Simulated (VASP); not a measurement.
Computed with PBE GGA, VASP's PBE PAW potentials (set 64) (plane waves; VASP).

A VASP calculation is set up with these files.

### POSCAR
```
Ru
8.656560
  0.3172172318   0.0000000000   0.0000000000
 -0.1586086159   0.2747182484   0.0000000000
  0.0000000000   0.0000000000   0.5000000000
Ru
2
Cartesian
 -0.0000001586   0.1831455905   0.1250000000
  0.1586087745   0.0915726579   0.3750000000
```

### INCAR
```
! general
SYSTEM   =  Ru
PREC     =  Accurate
ENCUT    =  300
LREAL    =  .False.   ! projection in real space or not
LASPH    =  .True.   ! aspherical one-centre terms

! electronic loop
EDIFF    =  1E-6   ! SCF stop (eV)
NELM     =  100
ALGO     =  Normal
LMAXMIX  =  4   ! l cut-off of mixed one-centre charges

! smearing
ISMEAR   =  0   ! Gaussian
SIGMA    =  0.136

! functional
GGA      =  PE   ! PBE

! ions
ISIF     =  2

! output
LWAVE    =  .False.
LCHARG   =  .False.
```

### KPOINTS
```
Regular mesh
0
Gamma
  11 11 6
0 0 0
```

POTCAR, in this order: Ru_pv (PBE.64 set). Program: vasp_std.

At this cut-off the stress carries a Pulay error, which pulls relaxed volumes low.

### Question
Estimate the energy per atom (σ→0), pressure, band gap (on the k-mesh).

### Answer

```
Property                                                    Result
------------------------  ----------------------------------------
energy per atom (σ→0)                               -9.226 eV/atom
band gap (on the k-mesh)  none (metal, semimetal or under 0.01 eV)
pressure                                                 -8.39 GPa
```

OSZICAR:
```
...
DAV:   6    -0.185500061142E+02    0.12792E+01   -0.35674E+00  2324   0.194E+01    0.393E+00
DAV:   7    -0.184706435636E+02    0.79363E-01   -0.24471E-01  2360   0.449E+00    0.102E+00
DAV:   8    -0.184618732607E+02    0.87703E-02   -0.59256E-03  2360   0.905E-01    0.226E-01
DAV:   9    -0.184615658080E+02    0.30745E-03   -0.53486E-04  2978   0.249E-01    0.435E-02
DAV:  10    -0.184615824121E+02   -0.16604E-04   -0.16382E-05  2522   0.345E-02    0.123E-02
DAV:  11    -0.184615783589E+02    0.40532E-05   -0.23623E-06  1686   0.151E-02    0.307E-03
DAV:  12    -0.184615790563E+02   -0.69742E-06   -0.11605E-07  1168   0.277E-03
   1 F= -.18461579E+02 E0= -.18451496E+02  d E =-.201657E-01
```

The structure comes from a computed database's Ru entry; how it stands against other phases isn't given here. The cell was not relaxed at this level.
